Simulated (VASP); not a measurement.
Input for VASP

INCAR:
```
ALGO=Normal
EDIFF=1E-6
EDIFFG=-0.02
ENCUT=520
GGA=91
IBRION=2
ISIF=3
ISMEAR=0
LASPH=.True.
LCHARG=.False.
LMAXMIX=4
LREAL=.False.
LWAVE=.False.
NELM=100
NSW=60
PREC=Accurate
SIGMA=0.05
SYSTEM=ZnO
```

File KPOINTS:
```
Automatic mesh
0
Gamma
7 7 4
0 0 0
```

### POSCAR
```
ZnO
1
    1.6449658478    -2.8491648790     0.0000000000
    1.6449658478     2.8491648790     0.0000000000
    0.0000000000     0.0000000000     5.2749768191
Zn O
2 2
Direct
  0.6666670000   0.3333330000   0.5002597774
  0.3333330000   0.6666670000   0.0002597774
  0.6666670000   0.3333330000   0.8817402226
  0.3333330000   0.6666670000   0.3817402226
```

POTCAR, in this order: Zn O (PBE.64 set). Program: vasp_std.

Q: Translate this PW91 calculation to Quantum ESPRESSO's pw.x.

A: One equivalent input (not run):
```
&CONTROL
  calculation = 'vc-relax'
  pseudo_dir = './pseudo'
  outdir = './out'
  tprnfor = .true.
  tstress = .true.
  nstep = 60
  forc_conv_thr = 0.00078
/
&SYSTEM
  ibrav = 0
  nat = 4
  ntyp = 2
  ecutwfc = 84
  occupations = 'smearing'
  smearing = 'gaussian'
  degauss = 0.003675
  input_dft = 'pw91'
/
&ELECTRONS
  conv_thr = 7.3e-08
  electron_maxstep = 100
/
&IONS
/
&CELL
/
ATOMIC_SPECIES
  Zn 65.380 Zn.upf
  O 15.999 O.upf
CELL_PARAMETERS angstrom
     1.6449658   -2.8491649    0.0000000
     1.6449658    2.8491649    0.0000000
     0.0000000    0.0000000    5.2749768
ATOMIC_POSITIONS crystal
  Zn   0.6666670  0.3333330  0.5002598
  Zn   0.3333330  0.6666670  0.0002598
  O    0.6666670  0.3333330  0.8817402
  O    0.3333330  0.6666670  0.3817402
K_POINTS automatic
  7 7 4 0 0 0
```
The two are equivalent in intent, not identical: the potentials are each code's own (VASP's PAW set, PseudoDojo norm-conserving files in pw.x), so ENCUT and ecutwfc are chosen apart and not converted; conv_thr bounds pw.x's estimated SCF error, while EDIFF bounds the energy change between steps; forc_conv_thr acts on force components and is met together with etot_conv_thr.

The compound is ZnO in the wurtzite structure. This run relaxes it. Symmetry was kept, so distortions that lower it aren't found. The start is the result of an earlier pass.
